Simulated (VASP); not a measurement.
# Settings for SiH₃Cl: dipole of a molecule

SiH₃Cl, molecule in box, 5 atoms in the cell. PBE; PAW potentials Si, Cl, H (PBE set). VASP 6.6.1.

Wanted: dipole moment within 0.02 D; HOMO under the vacuum level within 0.05 eV; forces within 0.02 eV/Å.

Starting geometry: molecule relaxed first with the same functional.

POSCAR of the starting run:
```
SiH3Cl
1.0
   12.8000000000      0.0000000000      0.0000000000
    0.0000000000     12.8000000000      0.0000000000
    0.0000000000      0.0000000000     12.8000000000
Si Cl H
1 1 3
Direct
    0.4562899943      0.4657536229      0.5068222112
    0.6095227935      0.4239478656      0.5351667395
    0.3904772065      0.4259134474      0.5940268985
    0.4231691533      0.4182627701      0.4059731015
    0.4501843581      0.5817372299      0.5010389230
```

The series start from vacuum between images (Å): 10; correction: IDIPOL 4 with LDIPOL; Cutoff ENCUT (eV): 340; SCF threshold EDIFF (eV): 1e-6; PREC: Accurate; LREAL: .FALSE.; ALGO: Normal; program: vasp_gam; NCORE: 1. Each series keeps the choices made before it, and each single choice may use up half of a tolerance.

## Vacuum between images (Å)

| Vacuum between images (Å) | Dipole moment (D) | HOMO under the vacuum level (eV) | Forces, largest deviation (eV/Å) | SCF iterations | Time (s) |
|---|---|---|---|---|---|
| 4 | 0.943 | 7.676 | 0.134 | 18 | 4.3 |
| 6 | 1.200 | 7.686 | 0.008 | 21 | 8.5 |
| 8 | 1.210 | 7.684 | 0.001 | 22 | 18 |
| 10 | 1.210 | 7.683 | 0.000 | 23 | 27 |
| 12 | 1.209 | 7.683 | 0.000 | 23 | 36 |
| 15 (reference) | 1.209 | 7.683 | 0.000 | 25 | 68 |

Chosen: 6, the loosest value from which every tighter one stays within half of the tolerance.

## Correction

| Correction | Dipole moment (D) | HOMO under the vacuum level (eV) | Forces, largest deviation (eV/Å) | SCF iterations | Time (s) |
|---|---|---|---|---|---|
| IDIPOL 4 with LDIPOL | 1.200 | 7.686 | 0.000 | 21 | 8.5 |
| IDIPOL 4 alone | 1.260 | 7.699 | 0.038 | 21 | 7.4 |
| IDIPOL 4, no DIPOL | no result | no result | no result | 120 | 38 |

Chosen: IDIPOL 4 with LDIPOL; no other choice that stays within half of the tolerance saves 30 % of the time.

## Cutoff ENCUT (eV)

| Cutoff ENCUT (eV) | Dipole moment (D) | HOMO under the vacuum level (eV) | Forces, largest deviation (eV/Å) | SCF iterations | Time (s) |
|---|---|---|---|---|---|
| 210 | 1.227 | 7.657 | 0.235 | 20 | 4.1 |
| 260 | 1.212 | 7.677 | 0.091 | 21 | 5.4 |
| 300 | 1.205 | 7.683 | 0.037 | 21 | 6.2 |
| 340 | 1.200 | 7.686 | 0.019 | 21 | 8.5 |
| 390 | 1.198 | 7.689 | 0.008 | 21 | 9.7 |
| 470 (reference) | 1.197 | 7.691 | 0.000 | 22 | 12 |

Chosen: 390.

## SCF threshold EDIFF (eV)

| SCF threshold EDIFF (eV) | Dipole moment (D) | HOMO under the vacuum level (eV) | Forces, largest deviation (eV/Å) | SCF iterations | Time (s) |
|---|---|---|---|---|---|
| 0.001 | 0.709 | 7.859 | 0.048 | 9 | 5.5 |
| 0.0001 | 1.199 | 7.689 | 0.000 | 17 | 8.7 |
| 1e-5 | 1.198 | 7.689 | 0.000 | 19 | 9.2 |
| 1e-6 | 1.198 | 7.689 | 0.000 | 21 | 9.7 |
| 1e-7 (reference) | 1.198 | 7.689 | 0.000 | 23 | 11 |

Chosen: 0.0001.

## PREC

| PREC | Dipole moment (D) | HOMO under the vacuum level (eV) | Forces, largest deviation (eV/Å) | SCF iterations | Time (s) |
|---|---|---|---|---|---|
| Accurate | 1.199 | 7.689 | 0.000 | 17 | 8.7 |
| Normal | 1.199 | 7.689 | 0.001 | 17 | 4.8 |

Chosen: Accurate; Normal would be accurate enough too and is faster here.

## LREAL

| LREAL | Dipole moment (D) | HOMO under the vacuum level (eV) | Forces, largest deviation (eV/Å) | SCF iterations | Time (s) |
|---|---|---|---|---|---|
| .FALSE. | 1.199 | 7.689 | 0.000 | 17 | 8.7 |
| Auto | 1.199 | 7.689 | 0.001 | 17 | 8.6 |

Chosen: .FALSE..

## ALGO

| ALGO | Dipole moment (D) | HOMO under the vacuum level (eV) | Forces, largest deviation (eV/Å) | SCF iterations | Time (s) |
|---|---|---|---|---|---|
| Normal | 1.199 | 7.689 | 0.000 | 17 | 8.7 |
| Fast | 1.199 | 7.689 | 0.000 | 17 | 8.5 |
| All | 1.199 | 7.689 | 0.009 | 13 | 8.6 |

Chosen: Normal.

## Program

| Program | Dipole moment (D) | HOMO under the vacuum level (eV) | Forces, largest deviation (eV/Å) | SCF iterations | Time (s) |
|---|---|---|---|---|---|
| vasp_gam | 1.199 | 7.689 | 0.000 | 17 | 8.7 |
| vasp_std | 1.199 | 7.689 | 0.000 | 17 | 9.0 |

Chosen: vasp_gam.

## NCORE

| NCORE | Dipole moment (D) | HOMO under the vacuum level (eV) | Forces, largest deviation (eV/Å) | SCF iterations | Time (s) |
|---|---|---|---|---|---|
| 1 | 1.199 | 7.689 | 0.000 | 17 | 8.7 |
| 2 | 1.199 | 7.689 | 0.000 | 17 | 8.3 |
| 4 | 1.199 | 7.689 | 0.000 | 17 | 7.8 |

Chosen: 1.

## All choices together

| Input | Dipole moment (D) | HOMO under the vacuum level (eV) | Forces, largest deviation (eV/Å) | Time (s) |
|---|---|---|---|---|
| program defaults, 6 A between images, energy correction only (naive) | 1.276 | 7.689 | 0.079 | 2.6 |
| chosen settings | 1.199 | 7.689 | 0.007 | 8.7 |
| reference settings throughout | 1.206 | 7.687 | 0.000 | 146 |

The tolerance is met.

## The input

INCAR:
```
ALGO = Normal ; DIPOL = 0.5 0.5 0.5
EDIFF = 1E-4 ; ENCUT = 390
GGA = PE ; IDIPOL = 4
ISMEAR = 0 ; ISYM = 0
LASPH = T ; LCHARG = F
LDIPOL = T ; LREAL = F
LVHAR = T ; LWAVE = F
NELM = 120 ; PREC = Accurate
SIGMA = 0.01
```

KPOINTS:
```
Automatic mesh
0
Gamma
  1 1 1
  0 0 0
```

POSCAR:
```
SiH3Cl
1.0
    8.8000000000      0.0000000000      0.0000000000
    0.0000000000      8.8000000000      0.0000000000
    0.0000000000      0.0000000000      8.8000000000
Si Cl H
1 1 3
Direct
    0.4364218099      0.4501870879      0.5099232163
    0.6593058814      0.3893787136      0.5511516212
    0.3406941186      0.3922377416      0.6367663978
    0.3882460412      0.3811094837      0.3632336022
    0.4275408844      0.6188905163      0.5015111608
```

Commands:
```
cat potpaw_PBE.64/Si/POTCAR potpaw_PBE.64/Cl/POTCAR potpaw_PBE.64/H/POTCAR > POTCAR
mpirun -np 4 vasp_gam > vasp.out
```

The chosen input took VASP 6.6.1 8.7 s on 4 cores (Intel Xeon Platinum 8259CL @ 2.50GHz (Skylake/Cascade Lake)), a shared host.

## An input that fails: too few electronic steps

The electronic loop stops at its limit of 5 steps.

Changes against the starting input:
```
- NELM = 120
+ NELM = 5
```
